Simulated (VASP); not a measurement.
```yaml
crystal:
  lattice:
    - [0.00000, 2.45000, 2.45000]
    - [2.45000, 0.00000, 2.45000]
    - [2.45000, 2.45000, 0.00000]
  atoms:
    - { symbol: Pb, position: [0.00000, 0.00000, 0.00000] }
```

Level of theory: PBE GGA with D4 dispersion, VASP's PBE PAW potentials (set 64) (plane waves; VASP). Run with 520 eV cut-off, 13×13×13 Γ-centred mesh, first-order Methfessel-Paxton smearing of 0.10 eV, potentials Pb_d.

Task: Give the stress tensor in GPa (positive for a compressed cell).

Result: 
```
1.66  0.00  0.00
0.00  1.66  0.00
0.00  0.00  1.66
```
The pressure is its mean diagonal, 1.66 GPa.

The compound is Pb in the fcc structure. This cell is one point of a volume scan, at 0.97 of the reference volume.
